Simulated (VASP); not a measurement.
VASP input:

INCAR:
```
EDIFF=1E-6   ! SCF stop (eV)
ISIF=3   ! ions, shape and volume
IBRION=2   ! conjugate gradients
NSW=60
CPARAM=0.0093
METAGGA=R2SCAN
SYSTEM=Hf
LMAXMIX=6
SIGMA=0.1   ! width (eV)
EDIFFG=-0.01   ! ionic stop
LUSE_VDW=.TRUE.
PREC=Accurate
ALGO=Normal   ! blocked Davidson
ISMEAR=1   ! Methfessel-Paxton
NELM=100   ! most electronic steps
BPARAM=11.95
ENCUT=400
LCHARG=.FALSE.
LWAVE=.FALSE.
LASPH=.TRUE.
LMIXTAU=.TRUE.
LREAL=.FALSE.   ! projection in real space or not
```

POSCAR:
```
Hf
1.0
 -1.8050000000   1.8050000000   1.8050000000
  1.8050000000  -1.8050000000   1.8050000000
  1.8050000000   1.8050000000  -1.8050000000
Hf
1
Cart
  0.0000000000   0.0000000000   0.0000000000
```

File KPOINTS:
```
Automatic mesh
0
Gamma
13 13 13
0 0 0
```

POTCAR, in this order: Hf_pv (PBE.64 set). Program: vasp_std.

Problem. Translate this r2SCAN+rVV10 calculation to Ansatz.

Solution. One equivalent input (not run):
Ansatz 0.2 input:
```yaml
crystal:
  lattice:
    - [-1.8050000, 1.8050000, 1.8050000]
    - [1.8050000, -1.8050000, 1.8050000]
    - [1.8050000, 1.8050000, -1.8050000]
  atoms:
    - { symbol: Hf, position: [0.0000000, 0.0000000, 0.0000000] }
kpoints:
  mp_grid: { grid: [13, 13, 13] }
hamiltonian:
  xc: r2scan
  dispersion: rvv10
  pseudopotentials: { kind: paw }
scf:
  occupations: { method: methfessel_paxton, width: 0.1 }
  max_iter: 100
relax:
  max_steps: 60
  f_tol: 0.01
  cell: {}
output: { forces: true, stress: true, eigenvalues: true }
```
What does not carry over: each code has its own PAW files, so the cut-off isn't converted (ENCUT is set for VASP's; basis.ecutwfc is left out, and Ansatz then takes the one that its files recommend); Ansatz stops its SCF on the density residual and VASP on the energy change (EDIFF).

The structure comes from a measured Hf entry (Im-3m) of the Crystallography Open Database, whose conditions weren't checked. This run relaxes it. Symmetry was kept, so distortions that lower it aren't found.
